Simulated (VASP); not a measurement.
Band gaps of CuI (space group P4/nmm) from VASP (PAW), without and with spin-orbit coupling. Semilocal levels are at their own relaxed cell, hybrids and mBJ at PBE's; 0.00 means no gap at that level.  Unless said otherwise, spin-orbit coupling is left out, though it shifts the bands of the heavy elements here.

The cell of the r2SCAN run:

```
CELL_PARAMETERS angstrom
      4.09039     0.00000     0.00000
      0.00000     4.09039     0.00000
      0.00000     0.00000     6.51175
ATOMIC_POSITIONS crystal
  Cu 0.50000 0.50000 0.00000
  Cu 0.00000 0.00000 0.00000
  I  0.50000 0.00000 0.25886
  I  0.00000 0.50000 0.74114
```

```json
[
 {"level": "r2SCAN", "gap without SOC (eV)": "2.07", "gap with SOC (eV)": "?", "shift (eV)": "?"}
]
```

### Question
What belongs in the gaps?

### Answer

- r2SCAN, gap with SOC (eV): 1.88
- r2SCAN, shift (eV): -0.19

Only levels that ran to the end are used. Left out are those held back, those with too coarse a band path, GW runs whose mesh misses a band edge, hybrids' fits of cells that aren't cubic and levels without matching references; a question may draw on a part of the rest.

The structure comes from a computed database's CuI entry (P4/nmm); how it stands against other phases isn't given here. It was relaxed first. Symmetry was kept, so distortions that lower it aren't found.
